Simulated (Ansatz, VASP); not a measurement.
**CsPbCl3: VASP beside Ansatz**

Wanted: the spread between two codes on one cell, functional and k mesh.

Main program and level: Ansatz 0.2.0; plane waves, with VASP 6.6.1 beside it; electric field gradients at LDA, electric field gradients at PBE and electric field gradients at PBEsol.

### 1. The structure

The structure is cubic, space group Pm-3m (No. 221). The conventional cell has a = 5.605 Å, b = 5.605 Å, c = 5.605 Å, α = 90.00°, β = 90.00°, γ = 90.00°. Pb has 6 Cl at 2.80 Å nearest. Nearest to Cs lie 12 Cl at 3.96 Å. Cl has 2 Pb at 2.80 Å and 4 Cs at 3.96 Å nearest. Farther neighbours and most contacts between anions are not listed.

Structure file:

```
Pb Cs Cl
1.0
     5.60500    0.00000    0.00000
     0.00000    5.60500    0.00000
     0.00000    0.00000    5.60500
Pb Cs Cl
1 1 3
Direct
  0.50000 0.50000 0.50000
  0.00000 0.00000 0.00000
  0.50000 0.50000 0.00000
  0.00000 0.50000 0.50000
  0.50000 0.00000 0.50000
```

### 2. VASP: electric field gradients, LDA

Field gradients test the density near the nuclei, where the PAW reconstruction matters most.

Lines of VASP's logs that name or quote its potential files are left out, and so is its time.

The input, INCAR:

```
SYSTEM = CsPbCl3
PREC = Accurate
ENCUT = 400
EDIFF = 1E-07
NELM = 100
ISMEAR = -1
SIGMA = 0.05
LREAL = .FALSE.
ALGO = Normal
GGA = CA
NBANDS = 28
LORBIT = 11
LWAVE = .FALSE.
LCHARG = .FALSE.
KPAR = 2
LEFG = .TRUE.
ICORELEVEL = 1
LASPH = .TRUE.
```

The input, POSCAR:

```
CsPbCl3
1.0
    5.6050000000      0.0000000000      0.0000000000
    0.0000000000      5.6050000000      0.0000000000
    0.0000000000      0.0000000000      5.6050000000
Pb Cs Cl
1 1 3
Direct
    0.5000000000      0.5000000000      0.5000000000
    0.0000000000      0.0000000000      0.0000000000
    0.5000000000      0.5000000000      0.0000000000
    0.0000000000      0.5000000000      0.5000000000
    0.5000000000      0.0000000000      0.5000000000
```

The input, KPOINTS:

```
Automatic mesh
0
Gamma
6 6 6
0 0 0
```

PAW data sets: Pb_d, Cs_sv and Cl (PBE family, release 64).

Run with:

```sh
mpirun -np 2 vasp_std
```

Numbers of over 12 decimals in the logs are rounded to 6 here.

Output:

```text
[banner, memory and clock lines left out]
running    2 mpi-ranks, on    1 nodes
 distrk:  each k-point on    1 cores,    2 groups
 distr:  one band on    1 cores,    1 groups

 POSCAR found type information on POSCAR PbCsCl
 POSCAR found :  3 types and       5 ions
|                                                                             |
|               ----> ADVICE to this user running VASP <----                  |
|                                                                             |
|     You enforced a specific xc type in the INCAR file but a different       |
|     [... a line on the potential file left out ...]
|     I HOPE YOU KNOW WHAT YOU ARE DOING!                                     |
|                                                                             |

 LDA part: xc-table for (Slater(with rela. corr.)+CA(PZ))
 , standard interpolation
 POSCAR, INCAR and KPOINTS ok, starting setup
 FFT: planning ... GRIDC
 FFT: planning ... GRID_SOFT
 FFT: planning ... GRID
 WAVECAR not read
 entering main loop
       N       E                     dE             d eps       ncg     rms          rms(c)
DAV:   1     0.369121772446E+03    0.36912E+03   -0.17063E+04  1120   0.119E+03
DAV:   2     0.238400876980E+02   -0.34528E+03   -0.33445E+03  1340   0.301E+02
DAV:   3    -0.186542622223E+02   -0.42494E+02   -0.41924E+02  1412   0.116E+02
DAV:   4    -0.202367677455E+02   -0.15825E+01   -0.15767E+01  1496   0.278E+01
DAV:   5    -0.202893605128E+02   -0.52593E-01   -0.52528E-01  1496   0.426E+00    0.557E+00
DAV:   6    -0.196023889350E+02    0.68697E+00   -0.14296E+00  1556   0.141E+01    0.314E+00
DAV:   7    -0.195565281829E+02    0.45861E-01   -0.44793E-01  1660   0.457E+00    0.128E+00
DAV:   8    -0.195535631390E+02    0.29650E-02   -0.56295E-02  1612   0.183E+00    0.276E-01
DAV:   9    -0.195517749016E+02    0.17882E-02   -0.98368E-03  1676   0.845E-01    0.105E-01
DAV:  10    -0.195517948898E+02   -0.19988E-04   -0.92411E-04  1536   0.236E-01    0.293E-02
DAV:  11    -0.195518084275E+02   -0.13538E-04   -0.93784E-05  1660   0.636E-02    0.790E-03
DAV:  12    -0.195518077821E+02    0.64537E-06   -0.18942E-05  1384   0.185E-02    0.650E-03
DAV:  13    -0.195518069981E+02    0.78402E-06   -0.31366E-06  1696   0.139E-02    0.200E-03
DAV:  14    -0.195518069933E+02    0.48221E-08   -0.23807E-07  1204   0.401E-03
ion   1
     0.0000000    -0.0000000     0.0000000    -0.0000000     0.0000000    -0.0000000
     0.0000688    -0.0000000     0.0000000    -0.0000000     0.0000000    -0.0000000
     0.0000947    -0.0000000     0.0000000    -0.0000000     0.0000000    -0.0000000
     0.0001304    -0.0000000     0.0000000    -0.0000000     0.0000000    -0.0000000
     0.0001796    -0.0000000     0.0000000    -0.0000000     0.0000000    -0.0000000

     0.0000000    -0.0000000    -0.0000000    -0.0000000     0.0000000    -0.0000000
     0.0000688    -0.0000000    -0.0000000    -0.0000000     0.0000000    -0.0000000
     0.0000947    -0.0000000    -0.0000000    -0.0000000     0.0000000    -0.0000000
     0.0001304    -0.0000000    -0.0000000    -0.0000000     0.0000000    -0.0000000
     0.0001796    -0.0000000    -0.0000000    -0.0000000     0.0000000    -0.0000000

ion   2
     0.0000000    -0.0000000     0.0000000    -0.0000000     0.0000000     0.0000000
     0.0000593    -0.0000000     0.0000000    -0.0000000     0.0000000     0.0000000
     0.0000817    -0.0000000     0.0000000    -0.0000000     0.0000000     0.0000000
     0.0001125    -0.0000000     0.0000000    -0.0000000     0.0000000     0.0000000
     0.0001549    -0.0000000     0.0000000    -0.0000000     0.0000000     0.0000000

     0.0000000    -0.0000000     0.0000000    -0.0000000     0.0000000     0.0000000
     0.0000593    -0.0000000     0.0000000    -0.0000000     0.0000000     0.0000000
     0.0000817    -0.0000000     0.0000000    -0.0000000     0.0000000     0.0000000
     0.0001125    -0.0000000     0.0000000    -0.0000000     0.0000000     0.0000000
     0.0001549    -0.0000000     0.0000000    -0.0000000     0.0000000     0.0000000

ion   3
     0.0000000    -0.0000000     0.0000000    -4.0136444     0.0000000     0.0000000
     0.0000382    -0.0000000     0.0000000    -4.0136444     0.0000000     0.0000000
     0.0000526    -0.0000000     0.0000000    -4.0136444     0.0000000     0.0000000
     0.0000724    -0.0000000     0.0000000    -4.0136443     0.0000000     0.0000000
     0.0000997    -0.0000000     0.0000000    -4.0136442     0.0000000     0.0000000

     0.0000000    -0.0000000     0.0000000   -66.9166060     0.0000000     0.0000000
     0.0000382    -0.0000000     0.0000000   -66.9163636     0.0000000     0.0000000
     0.0000526    -0.0000000     0.0000000   -66.9162170     0.0000000     0.0000000
     0.0000724    -0.0000000     0.0000000   -66.9159738     0.0000000     0.0000000
     0.0000997    -0.0000000     0.0000000   -66.9155732     0.0000000     0.0000000

ion   4
     0.0000000    -0.0000000    -0.0000000     2.0068222    -0.0000000    -3.4759180
     0.0000382    -0.0000000    -0.0000000     2.0068222    -0.0000000    -3.4759180
     0.0000526    -0.0000000    -0.0000000     2.0068222    -0.0000000    -3.4759180
     0.0000724    -0.0000000    -0.0000000     2.0068222    -0.0000000    -3.4759180
     0.0000997    -0.0000000    -0.0000000     2.0068221    -0.0000000    -3.4759179

     0.0000000    -0.0000000    -0.0000000    33.4583030    -0.0000000   -57.9514807
     0.0000382    -0.0000000    -0.0000000    33.4581818    -0.0000000   -57.9512708
     0.0000526    -0.0000000    -0.0000000    33.4581085    -0.0000000   -57.9511439
     0.0000724    -0.0000000    -0.0000000    33.4579869    -0.0000000   -57.9509332
     0.0000997    -0.0000000    -0.0000000    33.4577866    -0.0000000   -57.9505863

ion   5
     0.0000000    -0.0000000    -0.0000000     2.0068222     0.0000000     3.4759180
     0.0000382    -0.0000000    -0.0000000     2.0068222     0.0000000     3.4759180
     0.0000526    -0.0000000    -0.0000000     2.0068222     0.0000000     3.4759180
     0.0000724    -0.0000000    -0.0000000     2.0068222     0.0000000     3.4759180
     0.0000997    -0.0000000    -0.0000000     2.0068221     0.0000000     3.4759179

     0.0000000    -0.0000000    -0.0000000    33.4583030     0.0000000    57.9514807
     0.0000382    -0.0000000    -0.0000000    33.4581818     0.0000000    57.9512708
     0.0000526    -0.0000000    -0.0000000    33.4581085     0.0000000    57.9511439
     0.0000724    -0.0000000    -0.0000000    33.4579869     0.0000000    57.9509332
     0.0000997    -0.0000000    -0.0000000    33.4577866     0.0000000    57.9505863

   1 F= -.19551807E+02 E0= -.19551807E+02  d E =-.119481E-08
```

OUTCAR, selected parts (step 2):

```text
ion  position               nearest neighbor table
   1  0.500  0.500  0.500-   3 2.80   4 2.80   5 2.80   3 2.80   5 2.80   4 2.80
   2  0.000  0.000  0.000-
   3  0.500  0.500  0.000-   1 2.80   1 2.80
   4  0.000  0.500  0.500-   1 2.80   1 2.80
   5  0.500  0.000  0.500-   1 2.80   1 2.80

  LATTYP: Found a simple cubic cell.
 ALAT       =     5.6050000000

 Subroutine GETGRP returns: Found 48 space group operations
 (whereof 48 operations were pure point group operations)

The static configuration has the point symmetry O_h .

 Found     20 irreducible k-points:

   k-points           NKPTS =     20   k-points in BZ     NKDIM =     20   number of bands    NBANDS=     28

   dimension x,y,z NGX =    40 NGY =   40 NGZ =   40
   dimension x,y,z NGXF=    80 NGYF=   80 NGZF=   80

   ENCUT  =  400.0 eV  29.40 Ry    5.42 a.u.   9.14  9.14  9.14*2*pi/ulx,y,z

   NELECT =      44.0000    total number of electrons

 k-points in reciprocal lattice and weights: Automatic mesh
   0.00000000  0.00000000  0.00000000       0.005
   0.16666667  0.00000000  0.00000000       0.028
   0.33333333  0.00000000  0.00000000       0.028
   0.50000000  0.00000000  0.00000000       0.014
   0.16666667  0.16666667  0.00000000       0.056
   0.33333333  0.16666667  0.00000000       0.111
   0.50000000  0.16666667  0.00000000       0.056
   0.33333333  0.33333333  0.00000000       0.056
   0.50000000  0.33333333  0.00000000       0.056
[...]
0.50000000  0.50000000  0.33333333       0.028
   0.50000000  0.50000000  0.50000000       0.005

 the core state eigenenergies are
   1-  1s -88086.0708  2s -15747.5490  2p -13502.3153  3s  -3775.7617  3p  -3132.2990
       3d  -2477.3557  4s   -850.2349  4p   -639.4363  4d   -395.8190  4f   -126.8453
       5s   -137.9327  5p    -79.6034
   2-  1s -35783.2350  2s  -5606.6264  2p  -5028.0207  3s  -1160.0293  3p   -973.9302
       3d   -701.0312  4s   -213.1516  4p   -153.6724  4d    -67.1477
   3-  1s  -2742.5169  2s   -244.2236  2p   -183.1297
   4-  1s  -2742.5169  2s   -244.2236  2p   -183.1297
   5-  1s  -2742.5169  2s   -244.2236  2p   -183.1297

 E-fermi :   2.3412

 k-point     1 :       0.0000    0.0000    0.0000
  band No.  band energies     occupation
    ...
     18      -1.1076      2.00000
     19      -1.1076      2.00000
     20      -0.9948      2.00000
     21      -0.9948      2.00000
     22      -0.9948      2.00000
     23       4.4781      0.00000
     24       5.5209      0.00000
     25       5.5209      0.00000
     26       6.4947      0.00000
     27       6.4947      0.00000
    ...

 k-point     2 :       0.1667    0.0000    0.0000
  band No.  band energies     occupation
    ...
     18      -1.1345      2.00000
     19      -1.1345      2.00000
     20      -1.0241      2.00000
     21      -1.0241      2.00000
     22      -0.9919      2.00000
     23       4.7482      0.00000
     24       5.7101      0.00000
     25       5.7241      0.00000
     26       6.5884      0.00000
     27       6.5885      0.00000
    ...

 k-point     3 :       0.3333    0.0000    0.0000
  band No.  band energies     occupation
    ...
     18      -1.1869      2.00000
     19      -1.1869      2.00000
     20      -1.0838      2.00000
     21      -1.0838      2.00000
     22      -0.6653      2.00000
     23       5.0556      0.00000
     24       5.6457      0.00000
     25       6.1927      0.00000
     26       6.2748      0.00000
     27       6.6760      0.00000
    ...

  Total       -1.2611899     -1.2611899     -1.2611899      0.0000000      0.0000000     -0.0000000
  in kB      -11.4753049    -11.4753049    -11.4753049      0.0000000      0.0000000     -0.0000000
  external PRESSURE =     -11.4753049 kB  Pullay stress =       0.0000000 kB

  energy-cutoff  :      400.00
  volume of cell :      176.09
      direct lattice vectors                 reciprocal lattice vectors
     5.605000000  0.000000000  0.000000000     0.178412132  0.000000000  0.000000000
     0.000000000  5.605000000  0.000000000     0.000000000  0.178412132  0.000000000
     0.000000000  0.000000000  5.605000000     0.000000000  0.000000000  0.178412132

 POSITION                                       TOTAL-FORCE (eV/Angst)
 -----------------------------------------------------------------------------------
      2.80250      2.80250      2.80250         0.000000      0.000000      0.000000
      0.00000      0.00000      0.00000         0.000000      0.000000      0.000000
      2.80250      2.80250      0.00000         0.000000      0.000000      0.000000
      0.00000      2.80250      2.80250         0.000000      0.000000      0.000000
      2.80250      0.00000      2.80250         0.000000      0.000000      0.000000
 -----------------------------------------------------------------------------------
    total drift:                                0.000000      0.000000     -0.000000

  FREE ENERGIE OF THE ION-ELECTRON SYSTEM (eV)
  ---------------------------------------------------
  free  energy   TOTEN  =       -19.5518069933 eV

  energy  without entropy=      -19.5518069921  energy(sigma->0) =      -19.55180699

 Electric field gradients after diagonalization (V/A^2)
 (convention: |V_zz| > |V_xx| > |V_yy|)
----------------------------------------------------------------------
 ion       V_xx      V_yy      V_zz     asymmetry (V_yy - V_xx)/ V_zz
----------------------------------------------------------------------
   1      -0.000    -0.000    -0.000      -0.388
   2      -0.000     0.000     0.000       0.150
   3     -42.333   -42.333    84.667       0.000
   4     -42.333   -42.333    84.667       0.000
   5     -42.333   -42.333    84.667       0.000
----------------------------------------------------------------------

 total charge
# of ion       s       p       d       tot
------------------------------------------
    1        1.498   0.461   9.859  11.819
    2        1.887   4.666   0.012   6.565
    3        1.585   3.464   0.000   5.049
    4        1.585   3.464   0.000   5.049
    5        1.585   3.464   0.000   5.049
--------------------------------------------------
tot          8.140  15.520   9.872  33.531

[... 3 further parts left out ...]
```

The gap is read on the k-mesh alone, so it is an upper bound where the band edges lie off the mesh. These are scalar-relativistic Kohn-Sham levels of the ground state, with no core hole, so they are not binding energies. The PAW data sets were made with PBE, though LDA sets exist; this is a small mismatch.

(Part 1 of 2 ends here.)

[Lines on the potential files, build, host, timing and source positions are cut from VASP's logs without a mark.]

[Logs are printed without paths, hosts, clocks, repeated set-up lines and the standing remarks that a program may print on its own settings, such as how far it seeks lower states.]

[Hosts, paths, dates, database ids (printed as entryN), source tags and the programs' standing remarks are cut or masked in the printed files.]

[VASP's PBE data sets in a run with another functional are called a small mismatch above; for pressures it isn't always small: they can move by 1 GPa and more.]
